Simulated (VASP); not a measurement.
An input for Ansatz (written as the equivalent of a VASP run, and not itself run):

Ansatz 0.2 input:
```yaml
crystal:
  lattice:
    - [-3.6068521, 3.6068521, 3.6422891]
    - [3.6068521, -3.6068521, 3.6422891]
    - [3.6068521, 3.6068521, -3.6422891]
  atoms:
    - { symbol: Tl, position: [0.7288648, 0.2288648, 0.9577295] }
    - { symbol: Tl, position: [0.2288648, 0.2711352, 0.5000000] }
    - { symbol: Tl, position: [0.7711352, 0.7288648, 0.5000000] }
    - { symbol: Tl, position: [0.2711352, 0.7711352, 0.0422705] }
    - { symbol: Se, position: [0.7500000, 0.7500000, 0.0000000] }
    - { symbol: Se, position: [0.2500000, 0.2500000, 0.0000000] }
    - { symbol: Se, position: [0.7500000, 0.2500000, 0.5000000] }
    - { symbol: Se, position: [0.2500000, 0.7500000, 0.5000000] }
kpoints:
  mp_grid: { grid: [6, 6, 6] }
hamiltonian:
  xc: lda
  pseudopotentials: { kind: paw }
scf:
  occupations: { method: methfessel_paxton, width: 0.1 }
  max_iter: 100
relax:
  max_steps: 60
  f_tol: 0.02
  cell: {}
output: { forces: true, stress: true, eigenvalues: true }
```

### Question
Translate this input to VASP (INCAR, KPOINTS, POSCAR, choice of POTCAR).

### Answer
Several could match; the one computed here: 
**KPOINTS**
```
Regular mesh
0
gamma
  6 6 6
0 0 0
```

### INCAR
```
SYSTEM  =  TlSe
PREC  =  Accurate; ENCUT  =  400; LREAL  =  .FALSE.
LASPH  =  .TRUE.
EDIFF  =  1E-6; NELM  =  100; ALGO  =  Normal
LMAXMIX  =  4
ISMEAR  =  1; SIGMA  =  0.1
IBRION  =  2; NSW  =  60; ISIF  =  3
EDIFFG  =  -0.02
LWAVE  =  .FALSE.; LCHARG  =  .FALSE.
```

**POSCAR**
```
TlSe
1
   -3.6068521046     3.6068521046     3.6422891070
    3.6068521046    -3.6068521046     3.6422891070
    3.6068521046     3.6068521046    -3.6422891070
Tl Se
4 4
Direct
  0.7288647534   0.2288647534   0.9577295068
  0.2288647534   0.2711352466   0.5000000000
  0.7711352466   0.7288647534   0.5000000000
  0.2711352466   0.7711352466   0.0422704932
  0.7500000000   0.7500000000   0.0000000000
  0.2500000000   0.2500000000   0.0000000000
  0.7500000000   0.2500000000   0.5000000000
  0.2500000000   0.7500000000   0.5000000000
```

POTCAR, in this order: Tl_d Se (LDA.64 set). Program: vasp_std.

The two are equivalent in intent, not identical: each code has its own PAW files, so the cut-off isn't converted (ENCUT is set for VASP's; basis.ecutwfc is left out, and Ansatz then takes the one that its files recommend); Ansatz stops its SCF on the density residual and VASP on the energy change (EDIFF); Ansatz's lda is the Perdew-Wang form, while the LDA potentials of VASP carry Perdew-Zunger's.

The compound is TlSe in the sg140 structure. This run relaxes it. Symmetry was kept, so distortions that lower it aren't found. The start is the result of an earlier pass.
